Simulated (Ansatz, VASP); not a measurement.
**Hf (Hafnium): VASP beside Ansatz**

One calculation is typed for both programs; each brings its own data sets. How far apart do they land? The cell is taken from a series of runs on this material, whose earlier steps may have relaxed, scaled, displaced or heated it; both programs get it as it stands.

Main program and level: Ansatz 0.2.0; plane waves, with VASP 6.6.1 beside it; zone-centre phonons at PBEsol.

## 1. The starting structure

It takes space group P6_3/mmc (No. 194, hexagonal). The conventional cell has a = 3.169 Å, b = 3.169 Å, c = 4.945 Å, α = 90.00°, β = 90.00°, γ = 120.00°. Nearest to Hf lie 12 Hf at 3.08 to 3.17 Å.

## 2. Ansatz: zone-centre phonons, PBEsol

Ansatz runs on its PAW soft_1 files.

Second derivatives magnify differences that forces hide, and they need a tight electronic threshold.

Input file input.yaml:

```yaml
crystal:
  lattice:
    - [3.1693545998, 0.0, 0.0]
    - [-1.5846772999, 2.7447415971, 0.0]
    - [0.0, 0.0, 4.9454260884]
  atoms:
    - { symbol: Hf, position: [0.3333333336, 0.6666666664, 0.25] }
    - { symbol: Hf, position: [0.6666666664, 0.3333333336, 0.75] }
kpoints:
  mp_grid: { grid: [15, 15, 8] }
hamiltonian:
  xc: pbesol
  pseudopotentials: { kind: paw, azcp: { folder: soft_1 }, xc_functional: pbe }
scf:
  occupations: { method: methfessel_paxton, width: 0.2 }
output:
  eigenvalues: true
phonons:
  method: dfpt
```

Started as:

```bash
> ansatz run input.yaml --threads 4 --pin off --max-ram 10240MiB --backend cpu --events-out ev --progress --plain --runs-dir out
```

Numbers of over 12 decimals in the logs are rounded to 6 here.

What it wrote:

```text
zone centre: on kpoints.mp_grid the ground state, and the responses unless they are solved on pairs of k-points, stand on 320 of the mesh's 1800 k-points, reduced under 4 symmetry operations, with k and −k counted as one. Each operation leaves every solved displacement unchanged or reverses it
Engine: ansatz 0.2.0, x86_64-unknown-linux-gnu
Pseudopotentials: kind: paw
Pseudopotential: Hf, paw, valence charge 26, recommended cutoff 420 eV (normal), soft_1/Hf.paw.azcp
Functional definition: PBEsol
  exchange = pbesol_x
  correlation = pbesol_c
Crystal: 2 atoms, lattice volume = 43.021 Å³
Basis set: ecut = 420 eV, 857 PW (Γ), exchange–correlation on 48×48×72 points (8 copies of the dense FFT grid, shifted against one another)
Bands: 32, of which v1, the nominal top of the filled ones, is band 26 counted from 1 (25 counted from 0)
Symmetry: 24 space group operations
k-points: 320 of 1800 (irreducible under 4 space group operations, time reversal used)
Non-local potential: Hf, projectors of the file, l = 0: 3, l = 1: 2, l = 2: 2, l = 3: 3
PAW form: soft (Blöchl's): semilocal exchange-correlation on the pseudo side does not see the compensation charge
PAW frozen core: Hf, regenerated for the run's functional, and the local potential with it (the file was generated under x = pbe(κ = 0.804, μ = 0.219515), c = pbe(β = 0.066725))
PAW one-centre angular grid: Hf, 590 points (default); XC on 64 Gauss nodes
Initial density: superposition of atomic densities (chi_scale 0.1, normalization cell)
Initial wavefunctions: pseudopotential atomic-orbital guess
Functional: x = pbesol(κ = 0.804, μ = 0.123457), c = pbesol(β = 0.046)
SCF iter   1: F=—  HF=-31197.851756 eV  |F-HF|=—  |Δ(HF+E_count)|=         —  Δρ=3.62e-2  dr2=6.73e-1  ethr=3.10e-3  ⟨swp⟩=5.0  Hψ=34918  notcnv=0
preconditioner: auto → Kerker (q_TF=auto, 2.816 Å⁻¹)  [metal: Δε(μ)=0.013 eV  Ē_g=16.896 eV  σ=0.200 eV  W_gap=0.05  n_scr=22 (ndim 8)  ℏωp=39.2 eV  f_vac=0.000  D(μ)=1.20/eV (n_scr^D=2)]
SCF iter   2: F=—  HF=-31197.703361 eV  |F-HF|=—  |Δ(HF+E_count)|=   1.48e-1  S|Δr|=    0.00e0  Δρ=2.27e-2  dr2=2.61e-1  ethr=1.29e-3  ⟨swp⟩=3.0  Hψ=20174  notcnv=0  defer=136
SCF iter   3: F=—  HF=-31197.649079 eV  |F-HF|=—  |Δ(HF+E_count)|=   5.43e-2  S|Δr|=    0.00e0  Δρ=9.72e-3  dr2=4.79e-2  ethr=5.02e-4  ⟨swp⟩=2.0  Hψ=15981  notcnv=0  defer=136
SCF iter   4: F=—  HF=-31197.601014 eV  |F-HF|=—  |Δ(HF+E_count)|=   4.81e-2  S|Δr|=    0.00e0  Δρ=3.10e-3  dr2=2.04e-3  ethr=9.21e-5  ⟨swp⟩=2.0  Hψ=18480  notcnv=0  defer=136
SCF iter   5: F=—  HF=-31197.602074 eV  |F-HF|=—  |Δ(HF+E_count)|=   1.06e-3  S|Δr|=    0.00e0  Δρ=6.53e-4  dr2=1.75e-4  ethr=3.93e-6  ⟨swp⟩=2.2  Hψ=14689  notcnv=0  defer=136
SCF iter   6: F=—  HF=-31197.602241 eV  |F-HF|=—  |Δ(HF+E_count)|=   1.66e-4  S|Δr|=    0.00e0  Δρ=1.43e-4  dr2=7.21e-6  ethr=3.36e-7  ⟨swp⟩=2.0  Hψ=18518  notcnv=0  defer=136
SCF iter   7: F=—  HF=-31197.602247 eV  |F-HF|=—  |Δ(HF+E_count)|=   6.62e-6  S|Δr|=    0.00e0  Δρ=3.32e-5  dr2=5.16e-7  ethr=1.39e-8  ⟨swp⟩=2.4  Hψ=18867  notcnv=0  defer=136
SCF iter   8: F=—  HF=-31197.602248 eV  |F-HF|=—  |Δ(HF+E_count)|=   8.56e-7  S|Δr|=    0.00e0  Δρ=6.56e-6  dr2=2.11e-8  ethr=9.92e-10  ⟨swp⟩=2.3  Hψ=14176  notcnv=0  defer=148
SCF iter   9: F=—  HF=-31197.602248 eV  |F-HF|=—  |Δ(HF+E_count)|=   4.96e-9  S|Δr|=    0.00e0  Δρ=1.34e-6  dr2=6.24e-10  ethr=4.05e-11  ⟨swp⟩=2.4  Hψ=18336  notcnv=0  defer=148
SCF iter  10: F=—  HF=-31197.602248 eV  |F-HF|=—  |Δ(HF+E_count)|=  2.18e-11  S|Δr|=    0.00e0  Δρ=2.58e-7  dr2=2.47e-11  ethr=1.20e-12  ⟨swp⟩=2.6  Hψ=18662  notcnv=0  defer=148
SCF iter  11: F=-31197.602248 eV  HF=-31197.602248 eV  |F-HF|=1.09e-11  |Δ(HF+E_count)|=  3.64e-12  S|Δr|=    0.00e0  Δρ=7.72e-8  dr2=1.20e-12  ethr=1.00e-12  ⟨swp⟩=10.5  Hψ=61536  notcnv=0
SCF 1 converged in 11 iterations: F = -31197.602248 eV  dr2 = 1.20e-12
  greatest PAW one-centre occupation: 0.998 electrons in one spin orbital (limit 2), on the Hf atom at site 1 (counted from 0), in its partial waves of l = 0
DFPT response loops at Γ: preconditioner auto → Kerker (q_TF=auto, 2.816 Å⁻¹) (partly filled bands, converged f_vac=0.000); β = 1.00, the filter's whole step (`scf.mixing.beta` (0.50) is not read by the response loops under this deck's `scf.mixing.preconditioner`; to damp them name `kerker` or `kerker_dos`, under which they read `scf.mixing.beta`, and type it under 1.00, their step now; both keys bind the ground state too); Broyden in place of MSR1
SCF converged after 11 iterations
Stability not checked: this state was not tested for a lower state beside it, because cold or Methfessel-Paxton smearing, or corrected tetrahedra, fill the levels in a way that the test cannot read (fill_not_monotonic; see scf.lower_state_search)
Free energy (F): -31197.602248 eV
Harris-Foulkes:  -31197.602248 eV  (|F-HF|=1.09e-11)
Internal energy: -31197.607007 eV  (E = F + TS)
E sigma→0 (E₀):  -31197.603438 eV
Entropy (-TS):   0.004759 eV (2.379 meV/atom)
Fermi energy:    18.820247 eV
Step filling:    the computed levels leave a gap of 0.0000 eV = 0.0 smearing widths at the electron count; against every level under it full and every level over it empty, smearing changes F+E_penalty+E_count by +1.295 meV and its σ→0 estimate by +0.105 meV
--- Per-component energies (eV) ---
  E_band       = 19.737613
  E_kinetic    = 821.275800
  E_local      = -12428.712178  (includes V_loc(G=0)·N_el)
  E_nonlocal   = 129.160478
  E_hartree    = 6065.298866
  E_xc         = -530.093165
  E_vxc        = -510.299562  (∫ρ·V_xc dr)
  E_paw        = -15151.085820  (= ΣΔE_a)
  E_vpaw       = -122.284806  (= ΣTr[D̂ρ^β])
  E_aug_tail   = 0.000173  (compensation charges beyond the density's cutoff)
  E_ewald      = -10105.953271
  E_core_change = 2.502112  (= ΣΔE_core)
  E_smearing   = 0.004759  (= −TS)
  E_closure    = -0.000000  (closes the sum)
  Σ components = -31197.602248   (vs F -31197.602248, Δ=0.00e0)
--- Band table (eV; the first three rows and the last of 320) ---
  k-point 0: bands = [... 22 lower, 11.2799, 14.9853, 19.7306, 19.9306, 19.9306, 20.3963, 20.8346, 20.8346, ... 2 higher]
  k-point 1: bands = [... 22 lower, 11.4345, 14.9264, 19.4879, 19.8297, 19.8297, 20.2597, 20.6972, 20.6972, ... 2 higher]
  k-point 2: bands = [... 22 lower, 11.8802, 14.6828, 19.0411, 19.6889, 19.6889, 19.8942, 20.3792, 20.3792, ... 2 higher]
  k-point 319: bands = [... 22 lower, 15.8186, 15.8186, 18.0106, 18.0106, 18.7744, 18.7744, 21.0604, 21.0604, ... 2 higher]
--- Phonons (Γ-DFPT): 2 representative perturbations + reference, on 320 of 1800 k-points (Σ response iterations 6) ---
  k mesh reduced under 4 symmetry operations, with k and −k counted as one. Each operation leaves every solved displacement unchanged or reverses it
  ASR residual: 3.102e-5 → 0.000e0 eV/Å²; symmetrization residual: 5.365e-12 eV/Å²
  ASR residual per site (eV/Å²): 3.10e-5 3.10e-5
  Γ frequencies (cm⁻¹): 0.00 0.00 0.00 81.06 81.06 115.61
  non-analytic LO–TO correction: not included (Born effective charges unavailable; polar crystals: no LO–TO splitting at Γ)
```

The column dr2 measures how far the density is from self-consistency, as an energy; F and HF (Harris–Foulkes) agree once it is small.

## 3. VASP: zone-centre phonons, PBEsol

The same cell, functional, mesh and smearing now go to VASP, with its own data sets.

Lines of VASP's logs that name or quote its potential files are left out, and so is its time.

Input file INCAR:

```
SYSTEM = Hf
PREC = Accurate
ENCUT = 500
EDIFF = 1E-08
NELM = 120
ISMEAR = 1
SIGMA = 0.2
LREAL = .FALSE.
ALGO = Normal
GGA = PS
NBANDS = 16
LASPH = .TRUE.
LORBIT = 11
LWAVE = .FALSE.
LCHARG = .FALSE.
ISIF = 2
IBRION = 8
GGA_COMPAT = .FALSE.
KPAR = 2
```

Input file POSCAR:

```
Hf
1.0
    3.1693545998      0.0000000000      0.0000000000
   -1.5846772999      2.7447415971      0.0000000000
    0.0000000000      0.0000000000      4.9454260884
Hf
2
Direct
    0.3333333325      0.6666666659      0.2500000000
    0.6666666659      0.3333333325      0.7500000000
```

Input file KPOINTS:

```
Automatic mesh
0
Gamma
15 15 8
0 0 0
```

Potentials, in the order of the species: Hf_pv (PBE family, release 64).

Started as:

```bash
> mpirun -np 2 vasp_std
```

What it wrote:

```text
[banner, memory and clock lines left out]
running    2 mpi-ranks, on    1 nodes
 distrk:  each k-point on    1 cores,    2 groups
 distr:  one band on    1 cores,    1 groups

 POSCAR found type information on POSCAR Hf
 POSCAR found :  1 types and       2 ions
|                                                                             |
|               ----> ADVICE to this user running VASP <----                  |
|                                                                             |
|     You enforced a specific xc type in the INCAR file but a different       |
|     [... a line on the potential file left out ...]
|     I HOPE YOU KNOW WHAT YOU ARE DOING!                                     |
|                                                                             |

 LDA part: xc-table for (Slater+PW92), standard interpolation
 POSCAR, INCAR and KPOINTS ok, starting setup
 FFT: planning ... GRIDC
 FFT: planning ... GRID_SOFT
 FFT: planning ... GRID
 WAVECAR not read
 entering main loop
       N       E                     dE             d eps       ncg     rms          rms(c)
DAV:   1     0.465448302708E+02    0.46545E+02   -0.11391E+04  4328   0.116E+03
DAV:   2    -0.201878996412E+02   -0.66733E+02   -0.65308E+02  5688   0.250E+02
DAV:   3    -0.217445962624E+02   -0.15567E+01   -0.15480E+01  5776   0.264E+01
DAV:   4    -0.217562927033E+02   -0.11696E-01   -0.11694E-01  5264   0.281E+00
DAV:   5    -0.217564344900E+02   -0.14179E-03   -0.14178E-03  5688   0.256E-01    0.672E+01
DAV:   6    -0.212081216029E+02    0.54831E+00   -0.49280E-01  5216   0.468E+00    0.398E+01
DAV:   7    -0.210139041944E+02    0.19422E+00   -0.82106E-01  5312   0.581E+00    0.190E+00
DAV:   8    -0.210036721795E+02    0.10232E-01   -0.52301E-02  4952   0.158E+00    0.333E-01
DAV:   9    -0.210037745359E+02   -0.10236E-03   -0.11173E-03  5920   0.245E-01    0.194E-01
DAV:  10    -0.210037650682E+02    0.94678E-05   -0.47147E-05  5152   0.493E-02    0.202E-01
DAV:  11    -0.210037661829E+02   -0.11147E-05   -0.47281E-06  5872   0.156E-02    0.117E-02
DAV:  12    -0.210037662712E+02   -0.88379E-07   -0.44107E-07  5088   0.454E-03    0.500E-03
DAV:  13    -0.210037662149E+02    0.56301E-07   -0.21095E-08  4472   0.112E-03    0.141E-03
DAV:  14    -0.210037661963E+02    0.18675E-07   -0.14506E-09  3048   0.330E-04    0.244E-04
DAV:  15    -0.210037661934E+02    0.28474E-08   -0.23377E-10  2928   0.123E-04
   1 F= -.21003766E+02 E0= -.21005325E+02  d E =0.467632E-02
 Linear response reoptimize wavefunctions to high precision
DAV:   1    -0.210037661927E+02    0.72328E-09   -0.45219E-11  2880   0.568E-05
DAV:   2    -0.210037661927E+02   -0.63665E-11   -0.98266E-12  2728   0.254E-05
 Linear response DOF=           2
 Linear response progress:
  Degree of freedom:   1/  2
       N       E                     dE             d eps       ncg     rms          rms(c)
RMM:   1    -0.201538131720E+00   -0.20154E+00    0.46000E+00 18599   0.120E+01
RMM:   2    -0.207012805044E+00   -0.54747E-02   -0.38577E-02 27717   0.123E+00    0.572E-01
RMM:   3    -0.206170614564E+00    0.84219E-03   -0.44546E-03 34582   0.268E-01    0.123E-01
RMM:   4    -0.205796366273E+00    0.37425E-03   -0.50641E-04 41159   0.926E-02    0.187E-01
RMM:   5    -0.205358574074E+00    0.43779E-03   -0.53928E-05 37885   0.421E-02    0.180E-02
RMM:   6    -0.205273000074E+00    0.85574E-04   -0.67452E-05 42796   0.151E-02    0.314E-02
RMM:   7    -0.205277224221E+00   -0.42241E-05   -0.47278E-05 38287   0.700E-03    0.415E-02
RMM:   8    -0.205267244295E+00    0.99799E-05   -0.52957E-06 39167   0.311E-03    0.852E-03
RMM:   9    -0.205266536108E+00    0.70819E-06   -0.12890E-05 42173   0.928E-04    0.261E-03
RMM:  10    -0.205266948725E+00   -0.41262E-06   -0.63098E-06 41277   0.272E-04    0.298E-04
RMM:  11    -0.205267197214E+00   -0.24849E-06   -0.35574E-06 40921   0.140E-04    0.571E-04
RMM:  12    -0.205267208548E+00   -0.11334E-07   -0.17628E-06 41210   0.677E-05    0.202E-05
RMM:  13    -0.205267254556E+00   -0.46008E-07   -0.91835E-07 40721   0.394E-05    0.883E-05
RMM:  14    -0.205267271735E+00   -0.17180E-07   -0.47457E-07 38943   0.268E-05    0.152E-05
RMM:  15    -0.205267278093E+00   -0.63583E-08   -0.25806E-07 34500   0.211E-05    0.122E-05
RMM:  16    -0.205267287223E+00   -0.91291E-08   -0.13835E-07 34035   0.186E-05    0.404E-06
RMM:  17    -0.205267285584E+00    0.16391E-08   -0.77381E-08 25106   0.164E-05    0.898E-07
 first order change of Fermi-energy  -0.21691E-05
 force on displaced ion       1 direction 1 :  -2.177  -0.000   0.000
 Linear response progress:
  Degree of freedom:   2/  2
       N       E                     dE             d eps       ncg     rms          rms(c)
RMM:   1    -0.241863872082E+00   -0.24186E+00    0.48951E+00  6413   0.124E+01
RMM:   2    -0.252212527812E+00   -0.10349E-01   -0.44641E-02  9562   0.127E+00    0.726E-01
RMM:   3    -0.251363373047E+00    0.84915E-03   -0.35097E-03 11223   0.288E-01    0.215E-01
RMM:   4    -0.251152316044E+00    0.21106E-03   -0.37990E-04 13357   0.101E-01    0.202E-01
RMM:   5    -0.250832223782E+00    0.32009E-03    0.14706E-04 12903   0.462E-02    0.455E-02
RMM:   6    -0.250756676424E+00    0.75547E-04   -0.11742E-05 11634   0.198E-02    0.412E-02
RMM:   7    -0.250775481479E+00   -0.18805E-04    0.33983E-05 12784   0.663E-03    0.144E-02
RMM:   8    -0.250778615092E+00   -0.31336E-05    0.28073E-05 13376   0.298E-03    0.292E-03
RMM:   9    -0.250768343329E+00    0.10272E-04    0.18912E-05 13245   0.157E-03    0.135E-03
RMM:  10    -0.250768183250E+00    0.16008E-06    0.11530E-05 13353   0.485E-04    0.441E-04
RMM:  11    -0.250768430724E+00   -0.24747E-06    0.81331E-06 13339   0.210E-04    0.617E-05
RMM:  12    -0.250768887201E+00   -0.45648E-06    0.26386E-06 13936   0.773E-05    0.315E-05
RMM:  13    -0.250769081977E+00   -0.19478E-06    0.87927E-07 13296   0.414E-05    0.222E-05
RMM:  14    -0.250769206563E+00   -0.12459E-06   -0.30597E-07 13617   0.269E-05    0.119E-06
[...]
RMM:  39    -0.250769312427E+00    0.94973E-09   -0.11105E-06  4291   0.146E-05    0.187E-07
RMM:  40    -0.250769313169E+00   -0.74151E-09   -0.11333E-06  4260   0.146E-05    0.145E-07
RMM:  41    -0.250769312151E+00    0.10178E-08   -0.11085E-06  4239   0.146E-05    0.191E-07
RMM:  42    -0.250769313100E+00   -0.94933E-09   -0.11336E-06  4202   0.146E-05    0.150E-07
RMM:  43    -0.250769311894E+00    0.12058E-08   -0.11065E-06  4155   0.146E-05    0.183E-07
RMM:  44    -0.250769312941E+00   -0.10462E-08   -0.11312E-06  4103   0.146E-05    0.150E-07
RMM:  45    -0.250769311945E+00    0.99560E-09   -0.11057E-06  4058   0.146E-05    0.184E-07
RMM:  46    -0.250769312626E+00   -0.68090E-09   -0.11300E-06  4033   0.146E-05    0.154E-07
 first order change of Fermi-energy  -0.14800E-03
 force on displaced ion       1 direction 3 :  -0.000  -0.000  -4.255
 Linear response finished
```

(Continued in part 2 of 2.)

[Lines on the potential files, build, host, timing and source positions are cut from VASP's logs without a mark.]

[Logs are printed without paths, hosts, clocks, repeated set-up lines and the standing remarks that a program may print on its own settings, such as how far it seeks lower states.]

[Hosts, paths, dates, database ids (printed as entryN), source tags and the programs' standing remarks are cut or masked in the printed files.]
